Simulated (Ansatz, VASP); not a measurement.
# MgMnB4 in two plane-wave programs, part 2 of 2

Wanted: the spread between two codes on one cell, functional and k mesh. The cell is invented: As first built, before any earlier steps moved the atoms (in the runner's words): it takes the MgB2 structure with some of its atoms replaced by other elements, volume scaled by an estimate. It may not be a known or stable phase. The cell is taken from a series of VASP runs on this material, whose earlier steps may have relaxed, scaled or displaced it; both programs get it as it stands.

VASP 6.6.1 and Ansatz 0.2.0.

So far: The structure; VASP: relaxation of cell and atoms, PBE.

### 3. Ansatz: relaxation of cell and atoms, PBE

Level of this step: Ansatz beside VASP: Kohn-Sham DFT, plane waves, PBE (Ansatz).

Ansatz runs on its default PAW (the set named soft_2) files.

The same cell, functional, mesh and smearing now go to Ansatz, which takes its cutoff from its data sets.

input.yaml reads:

```yaml
crystal:
  lattice:
    - [3.0068847048, 2.7e-09, 0.0]
    - [-1.5034418473, 2.6040379131, 0.0]
    - [0.0, 0.0, 6.6115821437]
  atoms:
    - { symbol: Mn, position: [0.0, 0.0, 0.5], spin: 4.0 }
    - { symbol: Mg, position: [0.0, 0.0, 0.0] }
    - { symbol: B, position: [0.33333333, 0.66666667, 0.7266369336] }
    - { symbol: B, position: [0.33333333, 0.66666667, 0.2733630664] }
    - { symbol: B, position: [0.66666667, 0.33333333, 0.7266369336] }
    - { symbol: B, position: [0.66666667, 0.33333333, 0.2733630664] }
hamiltonian:
  xc: pbe
  pseudopotentials: { kind: paw }
magnetization:
  spin_polarized: true
kpoints:
  mp_grid: { grid: [9, 9, 4] }
scf:
  occupations: { method: fermi_dirac, width: 0.05 }
relax:
  f_tol: 0.01
  max_steps: 60
  cell: { stress_tol: 0.05 }
output:
  forces: true
  stress: true
```

On the command line:

```sh
ansatz run input.yaml --threads 4 --pin off --max-ram 9216MiB --backend cpu --events-out ev --progress --plain --runs-dir out
```

Numbers of over 12 decimals in the logs are rounded to 6 here.

What it wrote:

```text
Warning: the atoms were moved onto the symmetric positions of the space group found under crystal.symmetry.tolerance 1.0e-5 (fractional; no operation is sought that the atoms, as they stand in a round, miss by more than twice it, and no atom is moved by as much as it), and the run uses the moved positions. Before a round's move an operation carried an atom to 3.01e-8 Å from where it should land, the largest such dist [...]
Engine: ansatz 0.2.0, aarch64-unknown-linux-gnu
Pseudopotentials: kind: paw
Pseudopotential: Mn, paw, valence charge 15, recommended cutoff 420 eV (normal), Mn.paw.azcp
Pseudopotential: Mg, paw, valence charge 10, recommended cutoff 420 eV (normal), Mg.paw.azcp
Pseudopotential: B, paw, valence charge 3, recommended cutoff 420 eV (normal), B.paw.azcp
Functional definition: PBE
  parameter kappa = 0.804
  parameter beta = 0.066725
  exchange = pbe_x(kappa = kappa, mu = beta*pi^2/3)
  correlation = pbe_c(beta = beta)
Crystal: 6 atoms, lattice volume = 51.769 Å³
Basis set: ecut = 420 eV, 983 PW (Γ), exchange–correlation on 48×48×90 points (8 copies of the dense FFT grid, shifted against one another)
Bands: 27, of which v1, the nominal top of the filled ones, is band 19 counted from 1 (18 counted from 0)
Symmetry: 24 space group operations
Space group: P6/mmm (ITA 191), of the structure as read, at distance tolerance 3.7e-5 Å
Magnetic group: BNS 191.233 (UNI 1463), of the structure as read, at distance tolerance 3.7e-5 Å
k-points: 36 of 324
Non-local potential: Mn, projectors of the file, l = 0: 3, l = 1: 2, l = 2: 3, l = 3: 1
Non-local potential: Mg, projectors of the file, l = 0: 3, l = 1: 2, l = 2: 1
Non-local potential: B, projectors of the file, l = 0: 2, l = 1: 2, l = 2: 1
PAW form: soft (Blöchl's): semilocal exchange-correlation on the pseudo side does not see the compensation charge
PAW one-centre angular grid: Mn, 590 points (default); XC on 64 Gauss nodes
PAW one-centre angular grid: Mg, 110 points (default); XC on 64 Gauss nodes
PAW one-centre angular grid: B, 110 points (default); XC on 64 Gauss nodes
Initial density: superposition of atomic densities (chi_scale 0.1, normalization cell, long waves kept (reshape's long-wave potential 0.35 eV rms))
Starting moments: Σ|m| = 4 μB on 1 of 6 sites
Initial wavefunctions: pseudopotential atomic-orbital guess
Functional: x = pbe(κ = 0.804, μ = 0.219515), c = pbe(β = 0.066725)
SCF iter   1: F=—  HF=-6452.025965 eV  |F-HF|=—  |Δ(HF+E_count)|=         —  Δρ=1.22e-1 (↑1.22e-1 ↓5.10e-2)  dr2=2.08e1  dr2_m=9.47e-1  M=3.089 μB ∫|m|=3.286 μB  β_m=0.30  ethr=3.10e-3  ⟨swp⟩=6.1  Hψ=8025  notcnv=0  defer=1
Mixer restart at iter 1: flushing history
preconditioner: auto → Kerker (q_TF=auto, 2.580 Å⁻¹)  [metal: Δε(μ)=0.058 eV  Ē_g=10.708 eV  σ=0.050 eV  W_gap=0.28  n_scr=10 (ndim 8)  ℏωp=23.7 eV  f_vac=0.000  D(μ)=1.20/eV (n_scr^D=4)]
spin=Collinear: Kerker preconditioning applied to the charge; magnetization (m = ρ↑ − ρ↓) channel mixes plain (no charge-response kernel on spin).
SCF iter   2: F=—  HF=-6448.069459 eV  |F-HF|=—  |Δ(HF+E_count)|=    3.96e0  Δρ=4.69e-2 (↑4.69e-2 ↓3.21e-2)  dr2=5.61e0  dr2_m=8.41e-2  M=3.270 μB ∫|m|=3.493 μB  β_m=0.40  ethr=3.10e-3  ⟨swp⟩=3.4  Hψ=4575  notcnv=0  defer=165
SCF iter   3: F=—  HF=-6446.761651 eV  |F-HF|=—  |Δ(HF+E_count)|=    1.31e0  Δρ=2.07e-2 (↑2.07e-2 ↓2.05e-2)  dr2=8.94e-1  dr2_m=2.51e-2  M=3.148 μB ∫|m|=3.444 μB  β_m=0.61  ethr=3.10e-3  ⟨swp⟩=2.2  Hψ=3366  notcnv=0  defer=172
SCF iter   4: F=—  HF=-6447.301147 eV  |F-HF|=—  |Δ(HF+E_count)|=   5.39e-1  Δρ=2.05e-2 (↑8.94e-3 ↓2.05e-2)  dr2=2.44e-1  dr2_m=9.37e-2  M=2.777 μB ∫|m|=3.132 μB  β_m=0.80  ethr=2.42e-3  ⟨swp⟩=2.4  Hψ=4125  notcnv=0  defer=149
SCF iter   5: F=—  HF=-6447.551491 eV  |F-HF|=—  |Δ(HF+E_count)|=         —  Δρ=1.61e-2 (↑1.61e-2 ↓1.60e-2)  dr2=3.63e-2  dr2_m=1.20e-1  M=2.469 μB ∫|m|=2.731 μB  β_m=0.80  ethr=6.59e-4  ⟨swp⟩=2.2  Hψ=2837  notcnv=0  defer=146
Mixer restart at iter 5: flushing history
SCF iter   6: F=—  HF=-6447.537938 eV  |F-HF|=—  |Δ(HF+E_count)|=   1.36e-2  Δρ=6.23e-3 (↑6.23e-3 ↓5.42e-3)  dr2=1.47e-2  dr2_m=1.53e-2  M=2.441 μB ∫|m|=2.685 μB  β_m=0.90  ethr=9.81e-5  ⟨swp⟩=2.1  Hψ=2773  notcnv=0  defer=133
SCF iter   7: F=—  HF=-6447.534288 eV  |F-HF|=—  |Δ(HF+E_count)|=   3.65e-3  Δρ=1.60e-3 (↑4.80e-4 ↓1.60e-3)  dr2=5.40e-3  dr2_m=2.22e-4  M=2.429 μB ∫|m|=2.665 μB  β_m=0.84  ethr=3.96e-5  ⟨swp⟩=2.3  Hψ=2784  notcnv=0  defer=135
SCF iter   8: F=—  HF=-6447.533465 eV  |F-HF|=—  |Δ(HF+E_count)|=   8.23e-4  Δρ=1.36e-3 (↑1.36e-3 ↓7.10e-4)  dr2=1.75e-3  dr2_m=5.50e-5  M=2.425 μB ∫|m|=2.658 μB  β_m=0.68  ethr=1.46e-5  ⟨swp⟩=2.3  Hψ=2991  notcnv=0  defer=135
SCF iter   9: F=—  HF=-6447.533383 eV  |F-HF|=—  |Δ(HF+E_count)|=   8.12e-5  Δρ=5.32e-4 (↑5.32e-4 ↓4.74e-4)  dr2=4.98e-4  dr2_m=9.35e-7  M=2.426 μB ∫|m|=2.659 μB  β_m=0.84  ethr=4.74e-6  ⟨swp⟩=2.1  Hψ=2620  notcnv=0  defer=135
SCF iter  10: F=—  HF=-6447.533379 eV  |F-HF|=—  |Δ(HF+E_count)|=   4.01e-6  Δρ=7.83e-5 (↑7.83e-5 ↓7.52e-5)  dr2=7.13e-6  dr2_m=2.00e-6  M=2.426 μB ∫|m|=2.660 μB  β_m=0.85  ethr=1.34e-6  ⟨swp⟩=2.2  Hψ=2504  notcnv=0  defer=135
SCF iter  11: F=—  HF=-6447.533365 eV  |F-HF|=—  |Δ(HF+E_count)|=   1.44e-5  Δρ=6.02e-5 (↑4.53e-5 ↓6.02e-5)  dr2=6.55e-6  dr2_m=4.89e-8  M=2.426 μB ∫|m|=2.660 μB  β_m=0.93  ethr=1.93e-8  ⟨swp⟩=2.1  Hψ=3094  notcnv=0  defer=135
SCF iter  12: F=—  HF=-6447.533365 eV  |F-HF|=—  |Δ(HF+E_count)|=   1.75e-7  Δρ=8.57e-6 (↑4.12e-6 ↓8.57e-6)  dr2=7.31e-8  dr2_m=7.71e-9  M=2.425 μB ∫|m|=2.660 μB  β_m=0.88  ethr=1.77e-8  ⟨swp⟩=1.9  Hψ=2254  notcnv=0  defer=135
SCF iter  13: F=—  HF=-6447.533365 eV  |F-HF|=—  |Δ(HF+E_count)|=   3.14e-9  Δρ=8.04e-6 (↑5.39e-6 ↓8.04e-6)  dr2=1.32e-7  dr2_m=1.08e-9  M=2.425 μB ∫|m|=2.660 μB  β_m=0.94  ethr=1.98e-10  ⟨swp⟩=2.0  Hψ=2823  notcnv=0  defer=135
SCF iter  14: F=-6447.533365 eV  HF=-6447.533365 eV  |F-HF|=6.71e-9  |Δ(HF+E_count)|=   8.66e-9  Δρ=2.02e-6 (↑1.08e-6 ↓2.02e-6)  dr2=7.50e-9  dr2_m=1.14e-10  M=2.425 μB ∫|m|=2.660 μB  ethr=1.98e-10  ⟨swp⟩=2.0  Hψ=5203  notcnv=0
SCF 1 converged in 14 iterations: F = -6447.533365 eV  dr2 = 7.50e-9
  greatest PAW one-centre occupation: 1.001 electrons in one spin orbital (limit 2), on the Mn atom at site 0 (counted from 0), in its partial waves of l = 1
relax step   1: F+E_penalty+E_count = -6447.53336524 eV  Δ(F+E_penalty+E_count) = +0.000e0 eV  max|allowed force component| = 1.428e-2 eV/Å  Δτ_max = 0.0000 Å  P = +0.214 GPa  Ω = 51.769 Å³  (14 SCF iters, dr2 threshold 1.00e-7 eV, accepted)
[...]
relax step   2: F+E_penalty+E_count = -6447.53343359 eV  Δ(F+E_penalty+E_count) = -6.835e-5 eV  max|allowed force component| = 3.250e-3 eV/Å  Δτ_max = 0.0018 Å  P = +0.060 GPa  Ω = 51.835 Å³  energy of the carried Pulay correction = -8.903e-5 eV  (7 SCF iters, dr2 threshold 4.43e-7 eV, accepted)
[...]
relax step   3: F+E_penalty+E_count = -6447.53342170 eV  Δ(F+E_penalty+E_count) = +1.189e-5 eV  max|allowed force component| = 4.456e-4 eV/Å  Δτ_max = 0.0004 Å  P = +0.015 GPa  Ω = 51.849 Å³  energy of the carried Pulay correction = -1.077e-4 eV  (6 SCF iters, dr2 threshold 1.70e-8 eV, accepted)
[...]
relax step   4: F+E_penalty+E_count = -6447.53350934 eV  Δ(F+E_penalty+E_count) = -8.764e-5 eV  max|allowed force component| = 4.642e-4 eV/Å  Δτ_max = 0.0000 Å  P = +0.017 GPa  Ω = 51.849 Å³  stress off target by 3.59e-2 GPa  SCF on the basis re-selected at this cell (its energy is not comparable with the rows above)  (6 SCF iters)
basis re-selected at this cell: Δ(F+E_penalty+E_count) = -8.764e-5 eV, ΔP = +0.002 GPa vs the last step (what re-selecting the basis moved, of the pressure what is left beyond the Pulay correction that the steps carried, after the strain that the cell walked since its last selection, with what the two solves' SCF thresholds leave and, on support functions, any second-order correction that the steps lacked; it is no m [...]
SCF converged after 6 iterations
Magnetization: 2.4236 μB (19.7118 up, 17.2882 down)
Absolute magnetization: 2.6611 μB (∫|ρ↑−ρ↓|, with the PAW one-centre terms)
Spin contamination: 0.1032 ħ² per cell (⟨S²⟩ above its minimum at these occupations)
Per-site moments (μB) at R_I (Å): [(2.260130, 0.945969), (0.000419152, 1.035220), (0.00525841, 0.716161), (0.00525841, 0.716161), (0.00525841, 0.716161), (0.00525841, 0.716161)]
Free energy (F): -6447.533509 eV
Harris-Foulkes:  -6447.533509 eV  (|F-HF|=2.64e-11)
Internal energy: -6447.519332 eV  (E = F + TS)
E sigma→0 (E₀):  -6447.526421 eV
Entropy (-TS):   -0.014177 eV (-2.363 meV/atom)
Fermi energy:    12.732960 eV
--- Per-component energies (eV) ---
  E_band       = -493.413492
  E_kinetic    = 582.468111
  E_local      = -3846.606389  (includes V_loc(G=0)·N_el)
  E_nonlocal   = 382.362066
  E_hartree    = 1532.665508
  E_xc         = -274.631578
  E_vxc        = -340.134964  (∫ρ·V_xc dr)
  E_paw        = -1906.759970  (= ΣΔE_a)
  E_vpaw       = -336.833072  (= ΣTr[D̂ρ^β])
  E_aug_tail   = -0.000029  (compensation charges beyond the density's cutoff)
  E_ewald      = -2917.017052
  E_smearing   = -0.014177  (= −TS)
  E_closure    = -0.000000  (closes the sum)
  Σ components = -6447.533509   (vs F -6447.533509, Δ=0.00e0)
--- Forces (eV/Å), atoms counted from 1 ---
  atom   1  Mn    -0.00000000     0.00000000     0.00000000
  atom   2  Mg     0.00000000     0.00000000     0.00000000
  atom   3  B     -0.00000000    -0.00000000    -0.00046419
  atom   4  B     -0.00000000    -0.00000000     0.00046419
  atom   5  B      0.00000000     0.00000000    -0.00046419
  atom   6  B      0.00000000     0.00000000     0.00046419
  max |Σ_I F_I| component: 9.25e-17 eV/Å
--- Stress (GPa, compression-positive) ---
        0.035919       0.000000      -0.000000
        0.000000       0.035919       0.000000
       -0.000000       0.000000      -0.021255
  P = ⅓ Tr σ = 0.0169 GPa (0.169 kbar)
--- Relaxed structure (3 steps of the walk, 3 accepted, 1 SCFs on fresh bases) ---
  F+E_penalty+E_count = -6447.53350934 eV   max|allowed force component| = 4.642e-4 eV/Å   (the final SCF, on the basis selected at the relaxed cell)
  cell:  # Å, volume = 51.8493 Å³
    - [3.007098, -2.9029027977683186e-7, 0]
    - [-1.503549, 2.604224, 0]
    - [0, 0, 6.620905]
  atoms:
    - { symbol: Mn, position: [0, 0, 0.5] }
    - { symbol: Mg, position: [0, 0, 0] }
    - { symbol: B, position: [0.333333, 0.666667, 0.726294] }
    - { symbol: B, position: [0.333333, 0.666667, 0.273706] }
    - { symbol: B, position: [0.666667, 0.333333, 0.726294] }
    - { symbol: B, position: [0.666667, 0.333333, 0.273706] }
```

Wall time 12 s (4 threads of Arm Neoverse N1, shared host); peak memory 0.42 GiB; 44 s of CPU time.

### 4. Side by side

Known differences besides the potentials themselves: both relaxations stop at a tolerance, which leaves soft axes loose, and VASP keeps its plane-wave basis; the data sets hold 37 valence electrons in Ansatz (default PAW (the set named soft_2) files) and 27 in VASP; VASP leaves aspherical gradient terms in its spheres out (LASPH is not set), Ansatz keeps them; Ansatz adds a Pulay correction to the stress that steers its cell, VASP none; site moments are counted in spheres of each program's own size. Total energies have different zeros and are not compared.

The two programs side by side:

```tsv
quantity	Ansatz	VASP	difference
volume (Å³)	51.85	51.77	+0.16 %
edge a after relaxation, in the typed setting (Å)	3.007	3.007	+0.01 %
edge c after relaxation, in the typed setting (Å)	6.621	6.612	+0.14 %
total moment (μB)	2.42	2.43	0.00
moment on Mn1 (μB)	2.26	2.37	-0.11
```

The walks stopped with 0.02 GPa left in Ansatz and -0.02 GPa in VASP; each walk ends within a tolerance, so the volume difference is uncertain by about these residues over the bulk modulus, most in soft cells.

### 5. What came out

* difference in volume (relaxation of cell and atoms, PBE): 0.16 %

What this shows: The difference in volume is 0.16 % (relaxation of cell and atoms, PBE), within the 1.2 % picked in this series as the mark of a large difference, as far as the stopping tolerances let one tell. How closely two codes agree says nothing of how well the functional describes the real material.

[Lines on the potential files, build, host, timing and source positions are cut from VASP's logs without a mark.]

[Logs are printed without paths, hosts, clocks, repeated set-up lines and the standing remarks that a program may print on its own settings, such as how far it seeks lower states.]

[Hosts, paths, dates, database ids (printed as entryN), source tags and the programs' standing remarks are cut or masked in the printed files.]
